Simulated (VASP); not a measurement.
Given:

```
KTaO3
1.0
    3.99596     0.00000     0.00000
    0.00000     3.99596     0.00000
    0.00000     0.00000     3.99596
K Ta O
1 1 3
Direct
  0.00000   0.00000   0.00000
  0.50000   0.50000   0.50000
  0.50000   0.00000   0.50000
  0.00000   0.50000   0.50000
  0.50000   0.50000   0.00000
```

Calculation: r2SCAN meta-GGA, VASP's PBE PAW potentials (set 64) (plane waves; VASP). Run with 520 eV cut-off, 5×5×5 Γ-centred mesh, Gaussian smearing of 0.050 eV, potentials K_sv Ta_pv O.

Task: Predict the energy per atom (σ→0).

Result: 
```
Item                            Result
---------------------  ---------------
energy per atom (σ→0)  -17.432 eV/atom
```

The absolute energy has meaning only against runs of the same code, potentials and settings.

The compound is KTaO3 in the cubic perovskite structure. It was relaxed first. The start is the result of an earlier pass.
